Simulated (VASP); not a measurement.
Zr:

```
Zr
1.0
     3.18434    0.00000    0.00000
    -1.59217    2.75772    0.00000
     0.00000    0.00000    5.11895
Zr
2
Direct
  0.33333 0.66667 0.25000
  0.66667 0.33333 0.75000
```

Base run:

```yaml
Program: VASP 6.6.1
Functional: r2SCAN
Potentials_or_basis: VASP PAW PBE potentials, release 64 (Zr_sv)
Cutoff: 520 eV
k_mesh: 15 × 15 × 8
Occupations: gaussian, width 0.1 eV
Spin: no spin polarisation
```

Its results: band gap on the k mesh none (metal or under the smearing width); pressure 4.5 GPa.

The run is repeated on the same cell with these changes: functional from r2SCAN to PBEsol; cutoff from 520 eV to 700 eV. What comes out?

Band gap on the k mesh none (metal or under the smearing width); pressure 0.0 GPa.

Caveats: the PAW data sets were made with another functional, which shifts forces and pressure a little.
